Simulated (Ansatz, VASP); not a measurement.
# InAs in two plane-wave programs

Wanted: the spread between two codes on one cell, functional and k mesh. Of the first pair: The cell is taken from a series of runs on this material, whose earlier steps may have relaxed, scaled, displaced or heated it; both programs get it as it stands.

Program: Ansatz 0.2.0. Level of theory: plane waves, with VASP 6.6.1 beside it; relaxation of cell and atoms at PBEsol and single point at PBEsol. Results are calculated unless marked as measured.

### 1. The starting structure

It takes space group F-43m (No. 216, cubic). The conventional cell has a = 6.088 Å, b = 6.088 Å, c = 6.088 Å, α = 90.00°, β = 90.00°, γ = 90.00°. Nearest to In lie 4 As at 2.64 Å. Nearest to As lie 4 In at 2.64 Å. Farther neighbours are not listed.

Coordinates:

```
In As
1.0
     0.00000    3.04408    3.04408
     3.04408    0.00000    3.04408
     3.04408    3.04408    0.00000
In As
1 1
Direct
  0.00000 0.00000 0.00000
  0.75000 0.75000 0.75000
```

### 2. VASP: relaxation of cell and atoms, PBEsol

The relaxed volume is the usual yardstick between codes: in a stiff, nearly cubic crystal its relative difference is about their pressure difference at one cell divided by the bulk modulus.

Lines of VASP's logs that name or quote its potential files are left out, and so is its time.

File INCAR:

```
SYSTEM = InAs
PREC = Accurate
ENCUT = 500
EDIFF = 1E-07
NELM = 120
ISMEAR = -1
SIGMA = 0.02
LREAL = .FALSE.
ALGO = Normal
GGA = PS
NBANDS = 15
LORBIT = 11
LWAVE = .FALSE.
LCHARG = .FALSE.
ISIF = 3
IBRION = 2
NSW = 80
EDIFFG = -0.005
LASPH = .TRUE.
GGA_COMPAT = .FALSE.
NELMIN = 4
```

File POSCAR:

```
InAs
1.0
    0.0000000000      3.0440845655      3.0440845655
    3.0440845655      0.0000000000      3.0440845655
    3.0440845655      3.0440845655      0.0000000000
In As
1 1
Direct
    0.0000000000      0.0000000000      0.0000000000
    0.7500000000      0.7500000000      0.7500000000
```

File KPOINTS:

```
Automatic mesh
0
Gamma
8 8 8
0 0 0
```

The projector-augmented-wave data sets are In_d and As (PBE family, release 64).

The run is started by

```
> mpirun -np 1 vasp_std
```

Numbers of over 12 decimals in the logs are rounded to 6 here.

The log of the run:

```text
[banner, memory and clock lines left out]
running    1 mpi-ranks, on    1 nodes
 distrk:  each k-point on    1 cores,    1 groups
 distr:  one band on    1 cores,    1 groups

 POSCAR found type information on POSCAR InAs
 POSCAR found :  2 types and       2 ions
|                                                                             |
|               ----> ADVICE to this user running VASP <----                  |
|                                                                             |
|     You enforced a specific xc type in the INCAR file but a different       |
|     [... a line on the potential file left out ...]
|     I HOPE YOU KNOW WHAT YOU ARE DOING!                                     |
|                                                                             |

 LDA part: xc-table for (Slater+PW92), standard interpolation
 POSCAR, INCAR and KPOINTS ok, starting setup
 FFT: planning ... GRIDC
 FFT: planning ... GRID_SOFT
 FFT: planning ... GRID
 WAVECAR not read
 entering main loop
       N       E                     dE             d eps       ncg     rms          rms(c)
DAV:   1     0.110702713375E+03    0.11070E+03   -0.81616E+03   877   0.122E+03
DAV:   2    -0.120487580177E+01   -0.11191E+03   -0.10772E+03   954   0.301E+02
DAV:   3    -0.858849898612E+01   -0.73836E+01   -0.73478E+01  1122   0.785E+01
DAV:   4    -0.876973563887E+01   -0.18124E+00   -0.18114E+00  1024   0.137E+01
DAV:   5    -0.877831709815E+01   -0.85815E-02   -0.85814E-02  1364   0.258E+00    0.432E+00
DAV:   6    -0.851868239510E+01    0.25963E+00   -0.39843E-01  1336   0.118E+01    0.237E+00
DAV:   7    -0.848805336396E+01    0.30629E-01   -0.10737E-01  1268   0.336E+00    0.677E-01
DAV:   8    -0.848651810869E+01    0.15353E-02   -0.12403E-02  1146   0.135E+00    0.191E-01
DAV:   9    -0.848676371352E+01   -0.24560E-03   -0.85676E-04  1087   0.281E-01    0.109E-01
DAV:  10    -0.848683384205E+01   -0.70129E-04   -0.12317E-04  1282   0.162E-01    0.658E-02
DAV:  11    -0.848685321382E+01   -0.19372E-04   -0.53458E-05   961   0.103E-01    0.474E-02
DAV:  12    -0.848685320988E+01    0.39340E-08   -0.52283E-06  1068   0.242E-02    0.724E-03
DAV:  13    -0.848685329941E+01   -0.89526E-07   -0.11393E-06  1136   0.570E-03    0.381E-03
DAV:  14    -0.848685325367E+01    0.45735E-07   -0.60802E-08   807   0.265E-03
   1 F= -.84868533E+01 E0= -.84867784E+01  d E =-.848685E+01
 curvature:   0.00 expect dE= 0.000E+00 dE for cont linesearch  0.000E+00
 trial: gam= 0.00000 g(F)=  0.389E-48 g(S)=  0.493E-04 ort = 0.000E+00 (trialstep = 0.100E+01)
 search vector abs. value=  0.493E-04
 bond charge predicted
       N       E                     dE             d eps       ncg     rms          rms(c)
DAV:   1    -0.848744603539E+01   -0.59274E-03   -0.13755E-02  1094   0.228E+00    0.153E-01
DAV:   2    -0.848695536042E+01    0.49067E-03   -0.97560E-04  1080   0.717E-01    0.550E-02
DAV:   3    -0.848687111565E+01    0.84245E-04   -0.23843E-04  1122   0.320E-01    0.308E-02
DAV:   4    -0.848687000380E+01    0.11118E-05   -0.10837E-05   926   0.303E-02    0.223E-02
DAV:   5    -0.848686703573E+01    0.29681E-05   -0.11402E-06  1031   0.979E-03    0.947E-03
DAV:   6    -0.848686599099E+01    0.10447E-05   -0.48897E-07  1305   0.754E-03    0.150E-03
DAV:   7    -0.848686616765E+01   -0.17666E-06   -0.47272E-08   540   0.382E-03    0.317E-04
DAV:   8    -0.848686617225E+01   -0.45957E-08   -0.20303E-08   498   0.280E-03
   2 F= -.84868662E+01 E0= -.84867913E+01  d E =-.129186E-04
 trial-energy change:   -0.000013  1 .order   -0.000014   -0.000049    0.000022
 step:   0.6782(harm=  0.6913)  dis= 0.00000  next Energy=    -8.486870 (dE=-0.165E-04)
 bond charge predicted
       N       E                     dE             d eps       ncg     rms          rms(c)
DAV:   1    -0.848692912365E+01   -0.62956E-04   -0.14191E-03  1108   0.731E-01    0.494E-02
DAV:   2    -0.848687715399E+01    0.51970E-04   -0.10154E-04  1080   0.232E-01    0.177E-02
DAV:   3    -0.848686895443E+01    0.81996E-05   -0.24557E-05  1122   0.103E-01    0.100E-02
DAV:   4    -0.848686912524E+01   -0.17081E-06   -0.11200E-06   933   0.971E-03    0.725E-03
DAV:   5    -0.848686944241E+01   -0.31717E-06   -0.10023E-07   734   0.317E-03    0.277E-03
DAV:   6    -0.848686973165E+01   -0.28924E-06   -0.60356E-08   519   0.251E-03    0.622E-04
DAV:   7    -0.848686966559E+01    0.66067E-07   -0.21977E-08   477   0.245E-03
   3 F= -.84868697E+01 E0= -.84867948E+01  d E =-.164119E-04
 curvature:  -0.35 expect dE=-0.258E-08 dE for cont linesearch -0.258E-08
 trial: gam=-0.01217 g(F)=  0.506E-48 g(S)=  0.748E-08 ort = 0.607E-06 (trialstep = 0.936E+00)
 search vector abs. value=  0.101E-09
 reached required accuracy - stopping structural energy minimisation
```

From OUTCAR (step 2):

```text
ion  position               nearest neighbor table
   1  0.000  0.000  0.000-   2 2.64   2 2.64   2 2.64   2 2.64
   2  0.750  0.750  0.750-   1 2.64   1 2.64   1 2.64   1 2.64

  LATTYP: Found a face centered cubic cell.
 ALAT       =     6.0881691310

 Subroutine GETGRP returns: Found 24 space group operations
 (whereof 24 operations were pure point group operations)

The static configuration has the point symmetry T_d .

 Found     29 irreducible k-points:

   k-points           NKPTS =     29   k-points in BZ     NKDIM =     29   number of bands    NBANDS=     15

   dimension x,y,z NGX =    32 NGY =   32 NGZ =   32
   dimension x,y,z NGXF=    64 NGYF=   64 NGZF=   64

   ENCUT  =  500.0 eV  36.75 Ry    6.06 a.u.   7.85  7.85  7.85*2*pi/ulx,y,z

   NELECT =      18.0000    total number of electrons

 k-points in reciprocal lattice and weights: Automatic mesh
   0.00000000  0.00000000  0.00000000       0.002
   0.12500000  0.00000000  0.00000000       0.016
   0.25000000  0.00000000  0.00000000       0.016
   0.37500000  0.00000000  0.00000000       0.016
   0.50000000  0.00000000  0.00000000       0.008
   0.12500000  0.12500000  0.00000000       0.012
   0.25000000  0.12500000  0.00000000       0.047
   0.37500000  0.12500000  0.00000000       0.047
   0.50000000  0.12500000  0.00000000       0.047
[...]
-0.37500000  0.50000000  0.12500000       0.023
  -0.25000000  0.50000000  0.25000000       0.012

 average (electrostatic) potential at core
       1 -96.6182       2 -49.6969

 E-fermi :   4.1721

 k-point     1 :       0.0000    0.0000    0.0000
  band No.  band energies     occupation
    ...
      6      -7.5936      2.00000
      7       3.7660      2.00000
      8       4.1582      1.33381
      9       4.1582      1.33381
     10       4.1582      1.33380
     11       8.0038      0.00000
     12       8.0038      0.00000
     13       8.0038      0.00000
     14      11.4080      0.00000
     15      13.7666      0.00000

 k-point     2 :       0.1250    0.0000    0.0000
  band No.  band energies     occupation
    ...
      5     -10.0133      2.00000
      6      -7.4370      2.00000
      7       2.2181      2.00000
      8       3.9704      1.99992
      9       3.9704      1.99992
     10       5.1391      0.00000
     11       8.1248      0.00000
     12       8.2786      0.00000
     13       8.2786      0.00000
     14      12.2518      0.00000
    ...

 k-point     3 :       0.2500    0.0000    0.0000
  band No.  band energies     occupation
    ...
      5     -10.0120      2.00000
      6      -7.0085      2.00000
      7       0.4582      2.00000
      8       3.6002      2.00000
      9       3.6002      2.00000
     10       5.2767      0.00000
     11       8.7060      0.00000
     12       8.7060      0.00000
     13       9.1720      0.00000
     14      12.3257      0.00000
    ...

  Total        0.0003214      0.0003214      0.0003214      0.0000000      0.0000000     -0.0000000
  in kB        0.0091164      0.0091164      0.0091164      0.0000000      0.0000000     -0.0000000
  external PRESSURE =       0.0091164 kB  Pullay stress =       0.0000000 kB

  energy-cutoff  :      500.00
  volume of cell :       56.49
      direct lattice vectors                 reciprocal lattice vectors
     0.000000000  3.045383821  3.045383821    -0.164182917  0.164182917  0.164182917
     3.045383821  0.000000000  3.045383821     0.164182917 -0.164182917  0.164182917
     3.045383821  3.045383821  0.000000000     0.164182917  0.164182917 -0.164182917

 POSITION                                       TOTAL-FORCE (eV/Angst)
 -----------------------------------------------------------------------------------
      0.00000      0.00000      0.00000        -0.000000     -0.000000     -0.000000
      4.56808      4.56808      4.56808         0.000000      0.000000      0.000000
 -----------------------------------------------------------------------------------
    total drift:                               -0.000000     -0.000000      0.000000

  FREE ENERGIE OF THE ION-ELECTRON SYSTEM (eV)
  ---------------------------------------------------
  free  energy   TOTEN  =        -8.4868696656 eV

  energy  without entropy=       -8.4867198996  energy(sigma->0) =       -8.48679478

 reached required accuracy - stopping structural energy minimisation

 total charge
# of ion       s       p       d       tot
------------------------------------------
    1        0.849   0.717   9.886  11.452
    2        1.225   1.547   0.021   2.793
--------------------------------------------------
tot          2.074   2.264   9.907  14.245

[... 3 further parts left out ...]
```

CONTCAR:

```
InAs
   1.00000000000000
     0.0000000000000000    3.0453838212551880    3.0453838212551880
     3.0453838212551880    0.0000000000000000    3.0453838212551880
     3.0453838212551880    3.0453838212551880    0.0000000000000000
  In              As
     1     1
Direct
     0.0000000000000000    0.0000000000000000    0.0000000000000000
     0.7500000000000000    0.7500000000000000    0.7500000000000000
```

The run keeps the 24 symmetry operations of its start, so it cannot find a distortion of lower symmetry.

### 3. Ansatz: relaxation of cell and atoms, PBEsol

Ansatz runs on its PAW soft_1 files.

The same cell, functional, mesh and smearing now go to Ansatz.

File input.yaml:

```yaml
crystal:
  lattice:
    - [0.0, 3.0440845655, 3.0440845655]
    - [3.0440845655, 0.0, 3.0440845655]
    - [3.0440845655, 3.0440845655, 0.0]
  atoms:
    - { symbol: In, position: [0.0, 0.0, 0.0] }
    - { symbol: As, position: [0.75, 0.75, 0.75] }
kpoints:
  mp_grid: { grid: [8, 8, 8] }
scf:
  occupations: { method: fermi_dirac, width: 0.02 }
hamiltonian:
  xc: pbesol
  pseudopotentials: { kind: paw, azcp: { folder: soft_1 }, xc_functional: pbe }
basis:
  ecutwfc: 600
output:
  forces: true
  stress: true
  write_density: true
  write_potential: true
  elf: true
  volumetric_format: npy
relax:
  f_tol: 0.005
  max_steps: 70
  cell: { stress_tol: 0.02, p_target: 0 }
```

The run is started by

```
> ansatz run input.yaml --threads 4 --pin off --max-ram 10240MiB --backend cpu --events-out ev --progress --plain --runs-dir out
```

The log of the run:

```text
Engine: ansatz 0.2.0, aarch64-unknown-linux-gnu
Pseudopotentials: kind: paw
Pseudopotential: In, paw, valence charge 13, recommended cutoff 420 eV (normal), soft_1/In.paw.azcp
Pseudopotential: As, paw, valence charge 15, recommended cutoff 420 eV (normal), soft_1/As.paw.azcp
Functional definition: PBEsol
  exchange = pbesol_x
  correlation = pbesol_c
Crystal: 2 atoms, lattice volume = 56.416 Å³
Basis set: ecut = 600 eV, 1893 PW (Γ), exchange–correlation on 72×72×72 points (8 copies of the dense FFT grid, shifted against one another)
Bands: 18, of which v1, the nominal top of the filled ones, is band 14 counted from 1 (13 counted from 0)
Symmetry: 24 space group operations
Space group: F-43m (ITA 216), of the structure as read, at distance tolerance 3.8e-5 Å
k-points: 29 of 512 (time reversal used)
Non-local potential: In, projectors of the file, l = 0: 2, l = 1: 2, l = 2: 2, l = 3: 1
Non-local potential: As, projectors of the file, l = 0: 2, l = 1: 2, l = 2: 3, l = 3: 1
PAW form: soft (Blöchl's): semilocal exchange-correlation on the pseudo side does not see the compensation charge
PAW frozen core: In, regenerated for the run's functional, and the local potential with it (the file was generated under x = pbe(κ = 0.804, μ = 0.219515), c = pbe(β = 0.066725))
PAW frozen core: As, regenerated for the run's functional, and the local potential with it (the file was generated under x = pbe(κ = 0.804, μ = 0.219515), c = pbe(β = 0.066725))
PAW one-centre angular grid: In, 590 points (default); XC on 64 Gauss nodes
PAW one-centre angular grid: As, 590 points (default); XC on 64 Gauss nodes
Initial density: superposition of atomic densities (chi_scale 0.1, normalization cell, long waves kept (reshape's long-wave potential 0.00 eV rms))
Initial wavefunctions: pseudopotential atomic-orbital guess
Functional: x = pbesol(κ = 0.804, μ = 0.123457), c = pbesol(β = 0.046)
SCF iter   1: F=—  HF=-10338.983037 eV  |F-HF|=—  |Δ(HF+E_count)|=         —  Δρ=2.81e-2  dr2=3.57e-1  ethr=3.10e-3  ⟨swp⟩=6.1  Hψ=2674  notcnv=0
preconditioner: auto → none  [insulator: Δε(μ)=0.963 eV  Ē_g=14.595 eV  σ=0.020 eV  W_gap=0.67  n_scr=14 (ndim 8)  ℏωp=21.0 eV  f_vac=0.010  D(μ)=0.13/eV (n_scr^D=0)  ε∞_Penn≈3.1]
SCF iter   2: F=—  HF=-10338.907290 eV  |F-HF|=—  |Δ(HF+E_count)|=   7.57e-2  Δρ=1.28e-2  dr2=6.66e-2  ethr=1.27e-3  ⟨swp⟩=2.0  Hψ=869  notcnv=0
SCF iter   3: F=—  HF=-10338.895889 eV  |F-HF|=—  |Δ(HF+E_count)|=   1.14e-2  Δρ=1.91e-3  dr2=4.85e-3  ethr=2.38e-4  ⟨swp⟩=3.0  Hψ=894  notcnv=0
SCF iter   4: F=—  HF=-10338.894201 eV  |F-HF|=—  |Δ(HF+E_count)|=   1.69e-3  Δρ=6.09e-4  dr2=1.02e-4  ethr=1.73e-5  ⟨swp⟩=3.6  Hψ=1093  notcnv=0
SCF iter   5: F=—  HF=-10338.894225 eV  |F-HF|=—  |Δ(HF+E_count)|=   2.41e-5  Δρ=1.92e-4  dr2=7.55e-6  ethr=3.65e-7  ⟨swp⟩=2.9  Hψ=933  notcnv=0
SCF iter   6: F=—  HF=-10338.894234 eV  |F-HF|=—  |Δ(HF+E_count)|=   9.49e-6  Δρ=1.14e-5  dr2=3.80e-8  ethr=3.57e-10  ⟨swp⟩=7.1  Hψ=3343  notcnv=0
SCF iter   7: F=-10338.894234 eV  HF=-10338.894234 eV  |F-HF|=2.36e-10  |Δ(HF+E_count)|=   3.55e-8  Δρ=2.05e-6  dr2=1.67e-9  ethr=1.36e-10  ⟨swp⟩=8.0  Hψ=3308  notcnv=0
SCF 1 converged in 7 iterations: F = -10338.894234 eV  dr2 = 1.67e-9
  greatest PAW one-centre occupation: 0.999 electrons in one spin orbital (limit 2), on the As atom at site 1 (counted from 0), in its partial waves of l = 2
relax step   1: F+E_penalty+E_count = -10338.89423433 eV  Δ(F+E_penalty+E_count) = +0.000e0 eV  max|allowed force component| = 1.076e-16 eV/Å  Δτ_max = 0.0000 Å  P = -0.007 GPa  Ω = 56.416 Å³  (7 SCF iters, dr2 threshold 1.00e-7 eV, accepted)
Initial density: handed on by an earlier stage of this run
Initial wavefunctions: pseudopotential atomic-orbital guess (no wavefunctions were taken with the density)
iter 1 solved again at ethr=1.11e-7 eV; its pass at ethr=3.10e-3 eV (dr2=3.11e-5 eV) is discarded
SCF iter   1: F=—  HF=-10338.894236 eV  |F-HF|=—  |Δ(HF+E_count)|=         —  Δρ=1.96e-6  dr2=1.92e-9  ethr=1.11e-7  ⟨swp⟩=3.1  Hψ=4180  notcnv=0
eigensolver tolerance schedule: the retry pair's looser diagonalisation over-reported the residual by 16150.05 of it (diagonalisation noise at 1.37 of the residual, at the tolerance the schedule requests for it); recorded, not acted on — ethr = c·dr2/N_el stays at c = 1.0e-1
preconditioner: auto → none  [insulator: Δε(μ)=0.833 eV  Ē_g=14.559 eV  σ=0.020 eV  W_gap=0.67  n_scr=14 (ndim 8)  ℏωp=21.0 eV  f_vac=0.094  D(μ)=0.13/eV (n_scr^D=0)  ε∞_Penn≈3.1]
SCF iter   2: F=—  HF=-10338.894234 eV  |F-HF|=—  |Δ(HF+E_count)|=   1.18e-6  Δρ=1.11e-6  dr2=7.11e-10  ethr=6.87e-12  ⟨swp⟩=3.1  Hψ=1164  notcnv=0
SCF iter   3: F=—  HF=-10338.894234 eV  |F-HF|=—  |Δ(HF+E_count)|=  1.71e-10  Δρ=5.56e-7  dr2=1.10e-10  ethr=2.54e-12  ⟨swp⟩=3.0  Hψ=929  notcnv=0
SCF iter   4: F=—  HF=-10338.894234 eV  |F-HF|=—  |Δ(HF+E_count)|=  1.62e-10  Δρ=1.65e-7  dr2=1.42e-11  ethr=1.00e-12  ⟨swp⟩=2.1  Hψ=642  notcnv=0
SCF iter   5: F=-10338.894234 eV  HF=-10338.894234 eV  |F-HF|=3.64e-12  |Δ(HF+E_count)|=  2.00e-11  Δρ=4.14e-8  dr2=1.38e-12  ethr=1.00e-12  ⟨swp⟩=6.0  Hψ=2043  notcnv=0
SCF 2 converged in 5 iterations: F = -10338.894234 eV  dr2 = 1.38e-12
relax step   2: F+E_penalty+E_count = -10338.89423433 eV  Δ(F+E_penalty+E_count) = -1.044e-9 eV  max|allowed force component| = 1.162e-16 eV/Å  Δτ_max = 0.0000 Å  P = -0.007 GPa  Ω = 56.416 Å³  stress off target by 7.20e-3 GPa  SCF on the basis re-selected at this cell (its energy is not comparable with the rows above)  (5 SCF iters)
basis re-selected at this cell: Δ(F+E_penalty+E_count) = -1.044e-9 eV, ΔP = -0.000 GPa vs the last step (what re-selecting the basis moved, of the pressure what is left beyond the Pulay correction that the steps carried, after the strain that the cell walked since its last selection, with what the two solves' SCF thresholds leave and, on support functions, any second-order correction that the steps lacked; it is no m [...]
SCF converged after 5 iterations
Free energy (F): -10338.894234 eV
Harris-Foulkes:  -10338.894234 eV  (|F-HF|=3.64e-12)
Internal energy: -10338.894085 eV  (E = F + TS)
E sigma→0 (E₀):  -10338.894159 eV
Entropy (-TS):   -0.000150 eV (-0.075 meV/atom)
Fermi energy:    7.285849 eV
--- Per-component energies (eV) ---
  E_band       = -326.936718
  E_kinetic    = 316.629111
  E_local      = -3506.565041  (includes V_loc(G=0)·N_el)
  E_nonlocal   = -63.401456
  E_hartree    = 1740.379152
  E_xc         = -211.378192
  E_vxc        = -163.007482  (∫ρ·V_xc dr)
  E_paw        = -6109.621084  (= ΣΔE_a)
  E_vpaw       = -391.350118  (= ΣTr[D̂ρ^β])
  E_aug_tail   = -0.000042  (compensation charges beyond the density's cutoff)
  E_ewald      = -2506.138867
  E_core_change = 1.202334  (= ΣΔE_core)
  E_smearing   = -0.000150  (= −TS)
  E_closure    = -0.000000  (closes the sum)
  Σ components = -10338.894234   (vs F -10338.894234, Δ=0.00e0)
--- Forces (eV/Å), atoms counted from 1 ---
  atom   1  In    -0.00000000     0.00000000     0.00000000
  atom   2  As     0.00000000     0.00000000     0.00000000
  max |Σ_I F_I| component: 2.12e-16 eV/Å
--- Stress (GPa, compression-positive) ---
       -0.007201      -0.000000      -0.000000
        0.000000      -0.007201       0.000000
       -0.000000       0.000000      -0.007201
  P = ⅓ Tr σ = -0.0072 GPa (-0.072 kbar)
--- Band table (eV; the first three rows and the last of 29) ---
  k-point 0: bands = [... 10 lower, -4.4899, 6.8807, 7.2720, 7.2720, 7.2720, 11.1292, 11.1292, 11.1292]
  k-point 1: bands = [... 10 lower, -4.3331, 5.3327, 7.0844, 7.0844, 8.2546, 11.2479, 11.4040, 11.4040]
  k-point 2: bands = [... 10 lower, -3.9045, 3.5734, 6.7146, 6.7146, 8.3949, 11.8314, 11.8314, 12.2914]
  k-point 28: bands = [... 10 lower, -2.5016, 1.6244, 4.3745, 4.4579, 11.3661, 11.4776, 12.1446, 13.2478]
--- Relaxed structure (1 steps of the walk, 1 accepted, 1 SCFs on fresh bases) ---
  F+E_penalty+E_count = -10338.89423433 eV   max|allowed force component| = 1.162e-16 eV/Å   (the final SCF, on the basis selected at the relaxed cell)
  cell:  # Å, volume = 56.4157 Å³
    - [0.0, 3.0440845655, 3.0440845655]
    - [3.0440845655, 0.0, 3.0440845655]
    - [3.0440845655, 3.0440845655, 0.0]
  atoms:
    - { symbol: In, position: [0.0, 0.0, 0.0] }
    - { symbol: As, position: [0.750000, 0.750000, 0.750000] }
```

Reading the cycles: dr2 is the Hartree energy of the density residual (eV), the measure of convergence; HF is the Harris–Foulkes estimate of the energy, which meets the free energy F at convergence.

### 4. Comparison

Known differences besides the potentials themselves: the data sets hold 28 valence electrons in Ansatz (on its PAW soft_1 files) and 18 in VASP; the cutoff is 600 eV in Ansatz and 500 eV in VASP; Ansatz makes its cores anew for this functional, VASP keeps those of its PBE data sets; Ansatz adds a Pulay correction to the stress that steers its cell, VASP none. Total energies have different zeros and are not compared.

The two programs side by side:

| quantity | Ansatz | VASP | difference |
| --- | --- | --- | --- |
| volume (Å³) | 56.42 | 56.49 | -0.13 % |
| edge a after relaxation, in the typed setting (Å) | 4.305 | 4.307 | -0.04 % |

(Part 1 of 2 ends here.)

[Lines on the potential files, build, host, timing and source positions are cut from VASP's logs without a mark.]

[Logs are printed without paths, hosts, clocks, repeated set-up lines and the standing remarks that a program may print on its own settings, such as how far it seeks lower states.]

[Hosts, paths, dates, database ids (printed as entryN), source tags and the programs' standing remarks are cut or masked in the printed files.]
